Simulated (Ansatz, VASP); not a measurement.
# PbC in two plane-wave programs, part 2 of 2

Wanted: the spread between two codes on one cell, functional and k mesh. The cell is generated by rule, not measured, and may not be a known phase. The cell is taken from a series of VASP runs on this material, whose earlier steps may have relaxed, scaled or displaced it; both programs get it as it stands.

VASP 6.6.1 and Ansatz 0.2.0.

So far: The starting structure; Ansatz: band structure, LDA, spin-orbit coupling; VASP: band structure, LDA, spin-orbit coupling.

### 3. VASP: band structure, LDA, spin-orbit coupling (continued)

Level of this step: LDA, spin-orbit coupling; plane waves and PAW (Pb_d, C); invented cell (VASP).

Numbers of over 12 decimals in the logs are rounded to 6 here.

OUTCAR, selected parts (step 3):

```text
ion  position               nearest neighbor table
   1  0.000  0.000  0.000-   2 2.25   2 2.25   2 2.25   2 2.25
   2  0.250  0.250  0.250-   1 2.25   1 2.25   1 2.25   1 2.25

  LATTYP: Found a face centered cubic cell.
 ALAT       =     5.1961600000

 Subroutine GETGRP returns: Found 24 space group operations
 (whereof 24 operations were pure point group operations)

The static configuration has the point symmetry T_d .

 Found     73 irreducible k-points:

   k-points           NKPTS =     73   k-points in BZ     NKDIM =     73   number of bands    NBANDS=     30

   dimension x,y,z NGX =    28 NGY =   28 NGZ =   28
   dimension x,y,z NGXF=    56 NGYF=   56 NGZF=   56

   ENCUT  =  520.0 eV  38.22 Ry    6.18 a.u.   6.83  6.83  6.83*2*pi/ulx,y,z

   NELECT =      18.0000    total number of electrons

 k-points in reciprocal lattice and weights: Automatic mesh
   0.00000000  0.00000000  0.00000000       0.001
   0.10000000  0.00000000  0.00000000       0.004
  -0.10000000  0.00000000  0.00000000       0.004
   0.20000000  0.00000000  0.00000000       0.004
  -0.20000000  0.00000000  0.00000000       0.004
   0.30000000  0.00000000  0.00000000       0.004
  -0.30000000  0.00000000  0.00000000       0.004
   0.40000000  0.00000000  0.00000000       0.004
  -0.40000000  0.00000000  0.00000000       0.004
[...]
-0.30000000  0.40000000  0.20000000       0.024
  -0.30000000  0.50000000  0.20000000       0.012

 average (electrostatic) potential at core
       1 -89.6734       2 -51.8234

 E-fermi :   7.3811

 k-point     1 :       0.0000    0.0000    0.0000
  band No.  band energies     occupation
    ...
     14       6.4646      1.00000
     15       7.1927      1.00000
     16       7.1927      1.00000
     17       7.3811      0.50001
     18       7.3811      0.50001
     19       7.3811      0.49999
     20       7.3811      0.49999
     21      11.3732      0.00000
     22      11.3732      0.00000
     23      13.6915      0.00000
    ...

 k-point     2 :       0.1000    0.0000    0.0000
  band No.  band energies     occupation
    ...
     14       5.4650      1.00000
     15       7.0514      1.00000
     16       7.0514      1.00000
     17       7.2205      1.00000
     18       7.2665      1.00000
     19       7.8577      0.00000
     20       7.8577      0.00000
     21      11.5003      0.00000
     22      11.5003      0.00000
     23      13.2508      0.00000
    ...

 k-point     3 :      -0.1000    0.0000    0.0000
  band No.  band energies     occupation
    ...
     14       5.4650      1.00000
     15       7.0514      1.00000
     16       7.0514      1.00000
     17       7.2205      1.00000
     18       7.2665      1.00000
     19       7.8577      0.00000
     20       7.8577      0.00000
     21      11.5003      0.00000
     22      11.5003      0.00000
     23      13.2508      0.00000
    ...

  Total        0.3457082      0.3457082      0.3457082      0.0000000      0.0000000      0.0000000
  in kB       15.7918383     15.7918383     15.7918383      0.0000000      0.0000000      0.0000000
  external PRESSURE =      15.7918383 kB  Pullay stress =       0.0000000 kB

  energy-cutoff  :      520.00
  volume of cell :       35.07
      direct lattice vectors                 reciprocal lattice vectors
     0.000000000  2.598080000  2.598080000    -0.192449809  0.192449809  0.192449809
     2.598080000  0.000000000  2.598080000     0.192449809 -0.192449809  0.192449809
     2.598080000  2.598080000  0.000000000     0.192449809  0.192449809 -0.192449809

 POSITION                                       TOTAL-FORCE (eV/Angst)
 -----------------------------------------------------------------------------------
      0.00000      0.00000      0.00000         0.000000      0.000000      0.000000
      1.29904      1.29904      1.29904        -0.000000     -0.000000     -0.000000
 -----------------------------------------------------------------------------------
    total drift:                                0.000000      0.000000      0.000000

  FREE ENERGIE OF THE ION-ELECTRON SYSTEM (eV)
  ---------------------------------------------------
  free  energy   TOTEN  =       -11.9128602893 eV

  energy  without entropy=      -11.9128377217  energy(sigma->0) =      -11.91284901

 Spin-Orbit-Coupling matrix elements
 Ion:    1  E_soc:     -0.9921083
 Ion:    2  E_soc:     -0.0001974

 total charge
# of ion       s       p       d       tot
------------------------------------------
    1        1.190   1.109   9.901  12.200
    2        0.868   1.405   0.000   2.273
--------------------------------------------------
tot          2.057   2.514   9.901  14.473

 magnetization (x)
# of ion       s       p       d       tot
------------------------------------------
    1        0.000   0.000   0.000   0.000
    2       -0.000   0.000   0.000  -0.000
--------------------------------------------------
tot         -0.000   0.000   0.000  -0.000

 magnetization (y)
# of ion       s       p       d       tot
------------------------------------------
    1        0.000   0.000   0.000   0.000
    2        0.000   0.000   0.000   0.000
--------------------------------------------------
tot          0.000   0.000   0.000   0.000

 magnetization (z)
# of ion       s       p       d       tot
------------------------------------------
    1        0.000  -0.000  -0.000  -0.000
    2        0.000  -0.000   0.000  -0.000
--------------------------------------------------
tot          0.000  -0.000  -0.000  -0.000

[... 3 further parts left out ...]
```

The run ends at a pressure of 1.58 GPa.

### 4. Differences

Known differences besides the potentials themselves: spin-orbit coupling enters by fully relativistic files in Ansatz and inside the spheres in VASP; the two LDA forms differ slightly; the cutoff is 420 eV in Ansatz and 520 eV in VASP; VASP's log shows a relativistic correction to its local exchange, Ansatz's none. Total energies have different zeros and are not compared.

Compared:

| quantity | Ansatz | VASP | difference |
| --- | --- | --- | --- |
| pressure (GPa) | 1.02 | 1.58 | -0.55 |
| pressure without Ansatz's Pulay correction (GPa) | 0.81 | 1.58 | -0.77 |

Levels from 3 eV below to 2 eV above the Fermi level differ by 24 meV r.m.s. and 55 meV at most; each VASP level is matched to the nearest of Ansatz, which flatters the figure a little. Ansatz's pressure holds a Pulay correction of 0.21 GPa; VASP's holds none.

### 5. What came out

```yaml
r_m_s_difference_of_levels_near_the_fermi_level_band_structure_lda_spin_orbit_coupling: 24 meV
difference_in_pressure_band_structure_lda_spin_orbit_coupling: -0.55 GPa
```

**Reading.** The difference in pressure is -0.55 GPa (band structure, LDA, spin-orbit coupling), within the 1 GPa picked in this series as the mark of a large difference. Such differences can come from data sets, numerical settings and the points named under the comparisons, not from the functional's error against experiment.

[Lines on the potential files, build, host, timing and source positions are cut from VASP's logs without a mark.]

[Logs are printed without paths, hosts, clocks, repeated set-up lines and the standing remarks that a program may print on its own settings, such as how far it seeks lower states.]

[Hosts, paths, dates, database ids (printed as entryN), source tags and the programs' standing remarks are cut or masked in the printed files.]
